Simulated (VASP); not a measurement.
InSb (relaxed from the rocksalt structure, space group Fm-3m): computed properties

The numbers are results of r2SCAN meta-GGA, VASP's PBE PAW potentials (set 64) (plane waves; VASP), not measurements.

| Item | Value |
|---|---|
| space group | Fm-3m (225) |
| cell | a = b = c = 6.0864 Å, α = β = γ = 90.00° |
| volume per atom | 28.18 Å³/atom |
| band gap (over mesh and band path) | none (metal, semimetal or under 0.01 eV) |
| density | 6.97 g/cm³ |

```
InSb
1.0
    0.00000     3.04322     3.04322
    3.04322     0.00000     3.04322
    3.04322     3.04322     0.00000
Sb In
1 1
Direct
  0.00000   0.00000   0.00000
  0.50000   0.50000   0.50000
```

Unless said otherwise, spin-orbit coupling is left out, though it shifts the bands of the heavy elements here.

The structure was generated: InSb was put into the rocksalt type (Fm-3m), which need not be its known phase. It was relaxed first, which changed the volume by +10 %. Symmetry was kept, so distortions that lower it aren't found.
